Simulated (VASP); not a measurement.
Crystal: Mg6AlV.

```
CELL_PARAMETERS angstrom
4.94560 0.00000 0.00000
0.00000 3.09963 5.36319
0.00000 -3.09963 5.36319
ATOMIC_POSITIONS crystal
V 0.50000 0.67327 0.67327
Al 0.00000 0.82304 0.82304
Mg 0.50000 0.16606 0.16606
Mg 0.50000 0.67121 0.16127
Mg 0.50000 0.16127 0.67121
Mg 0.00000 0.33327 0.33327
Mg 0.00000 0.82815 0.34373
Mg 0.00000 0.34373 0.82815
```

The cell comes from a database or a generator and needn't be the stable form of this composition.

```yaml
Program: VASP 6.6.1
Task: single point
Functional: PBE
Potentials_or_basis: VASP PAW PBE potentials, release 64 (V_sv, Al, Mg)
Cutoff: 520 eV
k_mesh: 6 × 5 × 5
Occupations: fermi-dirac, width 0.05 eV
Spin: collinear spin, ferromagnetic start
Starting_moments: "[2.0, 0.0, 0.0, 0.0, 0.0, 0.0, 0.0, 0.0] μB"
```

On this cell: pressure 0.0 GPa; largest force 0.061 eV/Å; net moment 3.11 μB per cell; site moments V +2.49; Al -0.01; Mg -0.01, +0.01, +0.00 μB; band gap on the k mesh none (metal or under the smearing width).

The same run follows on a disturbed copy (atoms moved at random, drawn with an rms of 0.05 Å):

```xyz
8
Lattice="4.9456 0.0000 0.0000 0.0000 3.0996 5.3632 0.0000 -3.0996 5.3632" Properties=species:S:1:pos:R:3 pbc="T T T"
V     2.4378    0.0519    7.2548
Al    0.0117    0.0041    8.7571
Mg    2.4410    0.0056    1.7721
Mg    2.5294    1.6006    4.4879
Mg    2.4879   -1.5710    4.4653
Mg    0.0600    0.0231    3.6488
Mg    0.0105    1.5211    6.3151
Mg   -0.0241   -1.4744    6.2894
```

Question: What changes?

Answer: The energy (extrapolated to zero smearing) moves by +4.7 meV/atom; pressure 0.2 GPa; largest force 0.289 eV/Å; net moment 3.04 μB per cell; site moments V +2.46; Al -0.02; Mg -0.01, +0.01, +0.00 μB; band gap on the k mesh none (metal or under the smearing width).

Forces in eV/Å, atoms in the order of the input:
```
V    0.121 -0.166 -0.129
Al  -0.029  0.034  0.285
Mg   0.172  0.115  0.143
Mg  -0.077 -0.005 -0.044
Mg   0.011  0.028  0.055
Mg  -0.148  0.001 -0.243
Mg  -0.063  0.111 -0.075
Mg   0.013 -0.118  0.007
```

Stress tensor (GPa, compression positive):
```
-0.28 -0.04  0.07
-0.04  0.22 -0.01
 0.07 -0.01  0.57
```
